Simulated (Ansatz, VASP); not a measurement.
# Ca11Al10O26 (glassy 69CaO-31Al2O3 (mol %)): VASP beside Ansatz

One calculation is typed for both programs; each brings its own data sets. How far apart do they land? Of the first pair: The structure shown is the start of the Ansatz relaxation below; VASP solves that cell, so the two are compared at the walk's first step.

Method: plane waves, with VASP 6.6.1 beside it; single point at PBEsol, in Ansatz 0.2.0.

## 1. Set-up

The cell holds 141 atoms: 33 Ca, 30 Al and 78 O. Its edges and angles: a = 12.026 Å, b = 12.026 Å, c = 12.026 Å, α = 90.0°, β = 90.0°, γ = 90.0°. As first built, before any earlier steps moved the atoms (in the runner's words): 141 atoms (33 Ca, 30 Al, 78 O) placed at random at 3.31 g/cm^3, melted at 4000 K for 10 ps at fixed volume with the Morse and Coulomb pair potential with partial charges (Pedone, Malavasi, Menziani, Cormack and Segre, J. Phys. Chem. B 110, 11780 (2006)). Quenched from 4000 K to 300 K at 30 K/ps and fixed volume, held 10 ps at zero pressure, then minimised at fixed cell.

## 2. Ansatz: relaxation, PBEsol

Ansatz runs on its default PAW (the set named soft_2) files.

The two programs are compared at the cell with which this relaxation starts, whose forces are those of its first step.

The input, input.yaml:

```yaml
crystal:
  lattice:
    - [12.02553, 0.0, 0.0]
    - [0.0, 12.02553, 0.0]
    - [0.0, 0.0, 12.02553]
  atoms:
    - { symbol: Ca, position: [0.7158, 0.25035, 0.61677] }
    - { symbol: Ca, position: [0.12267, 0.75924, 0.55659] }
    - { symbol: Ca, position: [0.18273, 0.05459, 0.7558] }
    - { symbol: Ca, position: [0.70229, 0.4699, 0.36372] }
    - { symbol: Ca, position: [0.00735, 0.9798, 0.61302] }
    - { symbol: Ca, position: [0.94068, 0.21002, 0.5202] }
    - { symbol: Ca, position: [0.86412, 0.28198, 0.27742] }
    - { symbol: Ca, position: [0.50939, 0.99899, 0.39271] }
    - { symbol: Ca, position: [0.24479, 0.8935, 0.09111] }
    - { symbol: Ca, position: [0.46271, 0.16088, 0.63772] }
    - { symbol: Ca, position: [0.48538, 0.20519, 0.05677] }
    - { symbol: Ca, position: [0.42745, 0.70551, 0.17073] }
    - { symbol: Ca, position: [0.66458, 0.07928, 0.9343] }
    - { symbol: Ca, position: [0.09286, 0.29889, 0.72868] }
    - { symbol: Ca, position: [0.52355, 0.74096, 0.92904] }
    - { symbol: Ca, position: [0.82752, 0.75284, 0.39236] }
    - { symbol: Ca, position: [0.55647, 0.3367, 0.84069] }
    - { symbol: Ca, position: [0.01302, 0.38834, 0.00518] }
    - { symbol: Ca, position: [0.89109, 0.45919, 0.50021] }
    - { symbol: Ca, position: [0.69796, 0.57185, 0.16977] }
    - { symbol: Ca, position: [0.73018, 0.59419, 0.70464] }
    - { symbol: Ca, position: [0.04251, 0.74681, 0.17038] }
    - { symbol: Ca, position: [0.00399, 0.94102, 0.95168] }
    - { symbol: Ca, position: [0.93555, 0.6529, 0.95339] }
    - { symbol: Ca, position: [0.20086, 0.60102, 0.00311] }
    - { symbol: Ca, position: [0.68117, 0.96868, 0.69926] }
    - { symbol: Ca, position: [0.96953, 0.98783, 0.33615] }
    - { symbol: Ca, position: [0.59702, 0.24688, 0.32952] }
    - { symbol: Ca, position: [0.12259, 0.10915, 0.21133] }
    - { symbol: Ca, position: [0.42092, 0.9602, 0.86181] }
[... 105 atom lines left out ...]
    - { symbol: O, position: [0.77194, 0.29718, 0.44127] }
    - { symbol: O, position: [0.85399, 0.03613, 0.4957] }
    - { symbol: O, position: [0.11306, 0.77526, 0.96546] }
    - { symbol: O, position: [0.40608, 0.62836, 0.35918] }
    - { symbol: O, position: [0.15402, 0.64218, 0.78995] }
    - { symbol: O, position: [0.74975, 0.44115, 0.81151] }
kpoints:
  mp_grid: { grid: [1, 1, 1] }
hamiltonian:
  xc: pbesol
scf:
  occupations: { method: fixed }
output:
  forces: true
relax:
  f_tol: 0.05
  max_steps: 150
  cell: {}
```

The run is started by

```bash
ansatz run input.yaml --threads 4 --pin off --max-ram 8192MiB --backend cpu --events-out ev --progress --plain --runs-dir out
```

Numbers of over 12 decimals in the logs are rounded to 6 here.

Log:

```text
Engine: ansatz 0.2.0, aarch64-unknown-linux-gnu
Pseudopotentials: kind: paw
Pseudopotential: Ca, paw, valence charge 10, recommended cutoff 420 eV (normal), Ca.paw.azcp
Pseudopotential: Al, paw, valence charge 3, recommended cutoff 420 eV (normal), Al.paw.azcp
Pseudopotential: O, paw, valence charge 6, recommended cutoff 420 eV (normal), O.paw.azcp
Functional definition: PBEsol
  exchange = pbesol_x
  correlation = pbesol_c
Crystal: 141 atoms, lattice volume = 1739.052 Å³
Basis set: ecut = 420 eV, 33881 PW (Γ), exchange–correlation on 162×162×162 points (8 copies of the dense FFT grid, shifted against one another)
Bands: 585, of which v1, the nominal top of the filled ones, is band 444 counted from 1 (443 counted from 0)
Symmetry: 1 space group operations
Space group: P1 (ITA 1), of the structure as read, at distance tolerance 1.2e-4 Å
k-points: 1
Non-local potential: Ca, projectors of the file, l = 0: 3, l = 1: 2, l = 2: 2
Non-local potential: Al, projectors of the file, l = 0: 2, l = 1: 2, l = 2: 1
Non-local potential: O, projectors of the file, l = 0: 2, l = 1: 2, l = 2: 1
PAW form: soft (Blöchl's): semilocal exchange-correlation on the pseudo side does not see the compensation charge
PAW frozen core: Ca, regenerated for the run's functional, and the local potential with it (the file was generated under x = pbe(κ = 0.804, μ = 0.219515), c = pbe(β = 0.066725))
PAW frozen core: Al, regenerated for the run's functional, and the local potential with it (the file was generated under x = pbe(κ = 0.804, μ = 0.219515), c = pbe(β = 0.066725))
PAW frozen core: O, regenerated for the run's functional, and the local potential with it (the file was generated under x = pbe(κ = 0.804, μ = 0.219515), c = pbe(β = 0.066725))
PAW one-centre angular grid: Ca, 110 points (default); XC on 64 Gauss nodes
PAW one-centre angular grid: Al, 110 points (default); XC on 64 Gauss nodes
PAW one-centre angular grid: O, 110 points (default); XC on 64 Gauss nodes
Initial density: superposition of atomic densities (neutral atoms: chi_scale 0, normalization atom), corrected by the library's trained network
Initial wavefunctions: pseudopotential atomic-orbital guess
Functional: x = pbesol(κ = 0.804, μ = 0.123457), c = pbesol(β = 0.046)
SCF iter   1: F=—  HF=-118887.286527 eV  |F-HF|=—  |Δ(HF+E_count)|=         —  Δρ=1.34e-2  dr2=2.67e0  ethr=1.77e-3  ⟨swp⟩=6.0  Hψ=1738  notcnv=0  defer=138
preconditioner: auto → Resta (q_TF=auto, 2.439 Å⁻¹)  ε∞=3.5  [insulator: Δε(μ)=3.057 eV  Ē_g=16.095 eV  n_scr=436 (ndim 8)  ℏωp=25.5 eV  f_vac=0.017  ε∞_Penn≈3.5]
SCF iter   2: F=—  HF=-118886.623899 eV  |F-HF|=—  |Δ(HF+E_count)|=   6.63e-1  Δρ=3.30e-3  dr2=1.15e-1  ethr=3.01e-4  ⟨swp⟩=2.0  Hψ=860  notcnv=0  defer=139
SCF iter   3: F=—  HF=-118886.602867 eV  |F-HF|=—  |Δ(HF+E_count)|=   2.10e-2  Δρ=1.20e-3  dr2=2.19e-2  ethr=1.29e-5  ⟨swp⟩=3.0  Hψ=725  notcnv=0  defer=138
automatic band count: iteration 3 solves 584 bands in place of 585: the levels show a gap, and the empty bands left out lie too high to hold charge; the band table lists the bands solved (type scf.n_extra_bands for more)
SCF iter   4: F=—  HF=-118886.603675 eV  |F-HF|=—  |Δ(HF+E_count)|=   8.08e-4  Δρ=6.91e-4  dr2=7.61e-3  ethr=2.46e-6  ⟨swp⟩=2.0  Hψ=688  notcnv=0  defer=138
SCF iter   5: F=—  HF=-118886.602911 eV  |F-HF|=—  |Δ(HF+E_count)|=   7.64e-4  Δρ=1.71e-4  dr2=4.49e-4  ethr=8.57e-7  ⟨swp⟩=2.0  Hψ=686  notcnv=0  defer=138
SCF iter   6: F=—  HF=-118886.603104 eV  |F-HF|=—  |Δ(HF+E_count)|=   1.94e-4  Δρ=1.11e-4  dr2=1.87e-4  ethr=5.05e-8  ⟨swp⟩=2.0  Hψ=760  notcnv=0  defer=138
SCF iter   7: F=—  HF=-118886.603110 eV  |F-HF|=—  |Δ(HF+E_count)|=   5.29e-6  Δρ=2.47e-5  dr2=9.53e-6  ethr=2.11e-8  ⟨swp⟩=2.0  Hψ=701  notcnv=0  defer=137
SCF iter   8: F=—  HF=-118886.608039 eV  |F-HF|=—  |Δ(HF+E_count)|=   4.93e-3  Δρ=2.11e-5  dr2=6.48e-6  ethr=1.07e-9  ⟨swp⟩=2.0  Hψ=1027  notcnv=0  defer=138
SCF iter   9: F=—  HF=-118886.608039 eV  |F-HF|=—  |Δ(HF+E_count)|=   5.04e-7  Δρ=4.59e-6  dr2=3.21e-7  ethr=7.30e-10  ⟨swp⟩=2.0  Hψ=760  notcnv=0  defer=138
SCF iter  10: F=-118886.608039 eV  HF=-118886.608039 eV  |F-HF|=1.27e-8  |Δ(HF+E_count)|=   1.48e-7  Δρ=2.18e-6  dr2=7.62e-8  ethr=1.13e-11  ⟨swp⟩=4.0  Hψ=1519  notcnv=0
SCF 1 converged in 10 iterations: F = -118886.608039 eV  dr2 = 7.62e-8
  greatest PAW one-centre occupation: 0.996 electrons in one spin orbital (limit 2), on the Ca atom at site 20 (counted from 0), in its partial waves of l = 0
relax step   1: F+E_penalty+E_count = -118886.60803891 eV  Δ(F+E_penalty+E_count) = +0.000e0 eV  max|allowed force component| = 2.014e0 eV/Å  Δτ_max = 0.0000 Å  P = +2.435 GPa  Ω = 1739.052 Å³  (10 SCF iters, dr2 threshold 1.00e-7 eV, accepted)
Crystal: 141 atoms, lattice volume = 1713.367 Å³
[...]
- { symbol: Al, position: [0.542277, 0.436172, 0.547349] }
    - { symbol: Al, position: [0.349930, 0.285098, 0.393980] }
    - { symbol: Al, position: [0.780469, 0.810690, 0.118627] }
    - { symbol: Al, position: [0.771528, 0.820745, 0.865122] }
    - { symbol: Al, position: [0.346778, 0.393570, 0.642051] }
    - { symbol: Al, position: [0.350215, 0.877483, 0.637991] }
    - { symbol: Al, position: [0.360977, 0.128515, 0.247348] }
    - { symbol: Al, position: [0.711071, 0.524665, 0.917683] }
    - { symbol: Al, position: [0.924013, 0.160593, 0.074487] }
    - { symbol: Al, position: [0.769798, 0.017030, 0.214646] }
    - { symbol: Al, position: [0.383642, 0.647181, 0.498268] }
    - { symbol: Al, position: [0.845637, 0.773941, 0.629844] }
    - { symbol: Al, position: [0.609520, 0.774961, 0.381755] }
    - { symbol: Al, position: [0.295703, 0.358894, 0.901572] }
    - { symbol: Al, position: [0.176294, 0.792963, 0.821175] }
    - { symbol: Al, position: [0.155955, 0.497369, 0.533202] }
    - { symbol: Al, position: [0.715890, 0.042612, 0.454917] }
    - { symbol: Al, position: [0.458980, 0.503142, 0.029929] }
    - { symbol: Al, position: [0.880991, 0.396512, 0.797370] }
    - { symbol: Al, position: [0.237610, 0.889643, 0.353526] }
    - { symbol: Al, position: [0.011109, 0.516160, 0.242717] }
    - { symbol: Al, position: [0.193312, 0.151754, 0.992685] }
    - { symbol: Al, position: [0.234530, 0.622244, 0.310562] }
    - { symbol: Al, position: [0.019496, 0.596514, 0.732931] }
    - { symbol: Al, position: [0.538746, 0.933316, 0.152428] }
    - { symbol: Al, position: [0.435823, 0.486990, 0.308214] }
    - { symbol: Al, position: [0.556115, 0.769769, 0.630441] }
    - { symbol: Al, position: [0.891797, 0.146016, 0.841367] }
    - { symbol: Al, position: [0.102611, 0.300463, 0.358521] }
    - { symbol: O, position: [0.496107, 0.521767, 0.173812] }
    - { symbol: O, position: [0.679264, 0.479338, 0.558357] }
    - { symbol: O, position: [0.871485, 0.290785, 0.102547] }
    - { symbol: O, position: [0.340211, 0.284094, 0.545350] }
    - { symbol: O, position: [0.072689, 0.379903, 0.235359] }
    - { symbol: O, position: [0.066324, 0.180641, 0.056453] }
    - { symbol: O, position: [0.769294, 0.138380, 0.762778] }
    - { symbol: O, position: [0.221936, 0.219327, 0.341348] }
    - { symbol: O, position: [0.888059, 0.510695, 0.324332] }
    - { symbol: O, position: [0.336060, 0.727565, 0.612021] }
    - { symbol: O, position: [0.783392, 0.485550, 0.036183] }
    - { symbol: O, position: [0.194063, 0.418623, 0.978665] }
    - { symbol: O, position: [0.234433, 0.607446, 0.464993] }
    - { symbol: O, position: [0.536785, 0.325730, 0.649640] }
    - { symbol: O, position: [0.742690, 0.667407, 0.877350] }
    - { symbol: O, position: [0.885238, 0.643529, 0.687637] }
    - { symbol: O, position: [0.655450, 0.908105, 0.437080] }
    - { symbol: O, position: [0.627622, 0.114654, 0.540952] }
    - { symbol: O, position: [0.648096, 0.266091, 1.006279] }
    - { symbol: O, position: [0.970151, 0.506033, 0.844384] }
    - { symbol: O, position: [0.248072, 0.774105, 0.265487] }
    - { symbol: O, position: [0.114670, 0.870240, 0.708741] }
    - { symbol: O, position: [0.674344, 0.980273, 0.110984] }
    - { symbol: O, position: [0.524893, 0.839250, 0.272441] }
[...]
- { symbol: O, position: [0.701922, 0.770642, 0.620246] }
    - { symbol: O, position: [0.927619, 0.808738, 0.513397] }
    - { symbol: O, position: [0.805746, 0.312430, 0.459048] }
    - { symbol: O, position: [0.845001, 0.040652, 0.523072] }
    - { symbol: O, position: [0.133446, 0.784989, 0.966819] }
    - { symbol: O, position: [0.401007, 0.624381, 0.348955] }
    - { symbol: O, position: [0.145095, 0.650029, 0.790476] }
    - { symbol: O, position: [0.740831, 0.433293, 0.807609] }
```

The column dr2 measures how far the density is from self-consistency, as an energy; F and HF (Harris–Foulkes) agree once it is small.

## 3. VASP: single point, PBEsol, start cell, pair 1

The same cell, functional and mesh now go to VASP, with its own data sets.

Lines of VASP's logs that name or quote its potential files are left out, and so is its time.

The input, INCAR:

```
SYSTEM = Ca11Al10O26
PREC = Accurate
ENCUT = 520
EDIFF = 1E-06
NELM = 120
ISMEAR = 0
SIGMA = 0.01
LREAL = Auto
ALGO = Normal
GGA = PS
NBANDS = 542
LORBIT = 11
LWAVE = .FALSE.
LCHARG = .FALSE.
ISIF = 2
LASPH = .TRUE.
GGA_COMPAT = .FALSE.
EFERMI = MIDGAP
```

The input, POSCAR:

```
Ca11Al10O26
1.0
   12.0255300000      0.0000000000      0.0000000000
    0.0000000000     12.0255300000      0.0000000000
    0.0000000000      0.0000000000     12.0255300000
Ca Al O
33 30 78
Direct
    0.7158021310      0.2503507122      0.6167711527
    0.1226723479      0.7592430438      0.5565908530
    0.1827279130      0.0545921885      0.7558003681
    0.7022892130      0.4699002871      0.3637178569
    0.0073510274      0.9797988114      0.6130207983
    0.9406820323      0.2100198494      0.5202016044
    0.8641199182      0.2819834136      0.2774181263
    0.5093912701      0.9989913126      0.3927061843
    0.2447875478      0.8934990807      0.0911061716
    0.4627072570      0.1608827220      0.6377182544
    0.4853840122      0.2051884615      0.0567708866
    0.4274489357      0.7055073664      0.1707284419
    0.6645777774      0.0792813290      0.9343039350
    0.0928607720      0.2988891134      0.7286830601
    0.5235528081      0.7409569474      0.9290401338
    0.8275227786      0.7528399996      0.3923569273
    0.5564661183      0.3367003367      0.8406864396
    0.0130222951      0.3883404723      0.0051806448
    0.8910875446      0.4591897405      0.5002108015
    0.6979567637      0.5718500557      0.1697721431
    0.7301798756      0.5941858696      0.7046425397
    0.0425095609      0.7468111593      0.1703791850
    0.0039915081      0.9410229736      0.9516836264
    0.9355512813      0.6529026164      0.9533883330
    0.2008560122      0.6010213271      0.0031100500
    0.6811674828      0.9686807983      0.6992623194
    0.9695289937      0.9878317213      0.3361515043
    0.5970215034      0.2468830896      0.3295239378
    0.1225891915      0.1091511143      0.2113337208
    0.4209211569      0.9601988436      0.8618081698
[... 105 atom lines left out ...]
    0.7719410288      0.2971760912      0.4412695324
    0.8539914665      0.0361314636      0.4957037237
    0.1130594660      0.7752589699      0.9654626449
    0.4060777363      0.6283631574      0.3591775165
    0.1540223175      0.6421837541      0.7899527089
    0.7497465808      0.4411531134      0.8115068525
```

The input, KPOINTS:

```
Automatic mesh
0
Gamma
1 1 1
0 0 0
```

PAW data sets: Ca_sv, Al and O (PBE family, release 64).

The run is started by

```bash
export OMP_NUM_THREADS=3
mpirun -np 1 vasp_gam
```

Log:

```text
[banner, memory and clock lines left out]
running    1 mpi-ranks, on    1 nodes
[...]
Offloading initialized ...    1 GPUs detected
[...]
|                                                                             |
|               ----> ADVICE to this user running VASP <----                  |
|                                                                             |
|     You enforced a specific xc type in the INCAR file but a different       |
|     [... a line on the potential file left out ...]
|     I HOPE YOU KNOW WHAT YOU ARE DOING!                                     |
|                                                                             |

 LDA part: xc-table for (Slater+PW92), standard interpolation
 POSCAR, INCAR and KPOINTS ok, starting setup
[...]
entering main loop
       N       E                     dE             d eps       ncg     rms          rms(c)
DAV:   1     0.121380453995E+05    0.12138E+05   -0.51055E+05  1084   0.172E+03
DAV:   2     0.317528896176E+03   -0.11821E+05   -0.11465E+05  1290   0.512E+02
DAV:   3    -0.106841451278E+04   -0.13859E+04   -0.13766E+04  1320   0.182E+02
DAV:   4    -0.113441758530E+04   -0.66003E+02   -0.65686E+02  1408   0.376E+01
[...]
DAV:  17    -0.101013726363E+04   -0.43335E-05   -0.56631E-05  1552   0.141E-02    0.126E-02
DAV:  18    -0.101013726338E+04    0.24345E-06   -0.35831E-05  1248   0.957E-03    0.687E-03
DAV:  19    -0.101013726312E+04    0.26639E-06   -0.50016E-06  1096   0.431E-03
   1 F= -.10101373E+04 E0= -.10101373E+04  d E =0.000000E+00
```

OUTCAR, selected parts (step 3):

```text
  FREE ENERGIE OF THE ION-ELECTRON SYSTEM (eV)
  ---------------------------------------------------
  free  energy   TOTEN  =     -1010.1372631178 eV

  energy  without entropy=    -1010.1372631178  energy(sigma->0) =    -1010.13726312

[... 1 further part left out ...]
```

The run ends at a pressure of 2.94 GPa, with forces up to 2.5 eV/Å.

## 4. Side by side

Known differences besides the potentials themselves: fixed occupations in Ansatz, narrow Gaussian smearing in VASP; the cutoff is 420 eV in Ansatz and 520 eV in VASP (PREC = Accurate, projectors in real space); Ansatz makes its cores anew for this functional, VASP keeps those of its PBE data sets. Total energies have different zeros and are not compared.

Forces on 10 of the 141 atoms, those with the largest forces and the largest differences (eV/Å; atoms numbered as in POSCAR):

| atom | Ansatz x, y, z | VASP x, y, z |
| --- | --- | --- |
| O70 | -1.636, -0.358, -0.670 | -1.663, -0.346, -0.686 |
| O74 | 1.078, 0.054, 0.931 | 1.132, 0.023, 0.962 |
| O75 | -1.363, 1.135, 1.052 | -1.405, 1.152, 1.072 |
| O82 | -1.633, -1.087, -1.044 | -1.643, -1.103, -1.067 |
| O85 | -0.611, 1.354, -1.094 | -0.632, 1.370, -1.115 |
| O96 | 0.865, -0.642, 0.576 | 0.901, -0.692, 0.596 |
| O120 | 1.407, -1.078, -0.380 | 1.412, -1.107, -0.393 |
| O125 | 1.965, -1.181, -0.941 | 2.013, -1.204, -0.963 |
| O126 | 1.064, 0.262, 0.903 | 1.077, 0.217, 0.942 |
| O137 | 2.014, 0.319, 0.367 | 2.036, 0.318, 0.382 |

The forces differ by 19 meV/Å r.m.s., which is 3.1 % of the r.m.s. force of 0.616 eV/Å (both taken over all components).

## 5. Ansatz: relaxation, PBEsol

This run makes the geometry at which the two programs are then compared. The cell compared in this pair holds 1752.18 Å³, against 1739.05 Å³ for the pair before.

The structure compared here is the end of the Ansatz relaxation.

input.yaml is that of step 2.

The run is started by

```bash
ansatz run input.yaml --threads 4 --pin off --max-ram 8192MiB --backend cpu --events-out ev --progress --plain --runs-dir out
```

Log:

```text
[...]
Crystal: 141 atoms, lattice volume = 1739.052 Å³
Basis set: ecut = 420 eV, 33881 PW (Γ), exchange–correlation on 162×162×162 points (8 copies of the dense FFT grid, shifted against one another)
Bands: 585, of which v1, the nominal top of the filled ones, is band 444 counted from 1 (443 counted from 0)
Symmetry: 1 space group operations
[...]
k-points: 1
[...]
- { symbol: O, position: [0.679264, 0.479338, 0.558357] }
    - { symbol: O, position: [0.871485, 0.290785, 0.102547] }
    - { symbol: O, position: [0.340211, 0.284094, 0.545350] }
    - { symbol: O, position: [0.072689, 0.379903, 0.235359] }
    - { symbol: O, position: [0.066324, 0.180641, 0.056453] }
    - { symbol: O, position: [0.769294, 0.138380, 0.762778] }
    - { symbol: O, position: [0.221936, 0.219327, 0.341348] }
[...]
- { symbol: O, position: [0.133446, 0.784989, 0.966819] }
    - { symbol: O, position: [0.401007, 0.624381, 0.348955] }
    - { symbol: O, position: [0.145095, 0.650029, 0.790476] }
    - { symbol: O, position: [0.740831, 0.433293, 0.807609] }
```

[end of part 1 of 2]

[Lines on the potential files, build, host, timing and source positions are cut from VASP's logs without a mark.]

[Logs are printed without paths, hosts, clocks, repeated set-up lines and the standing remarks that a program may print on its own settings, such as how far it seeks lower states.]

[Hosts, paths, dates, database ids (printed as entryN), source tags and the programs' standing remarks are cut or masked in the printed files.]
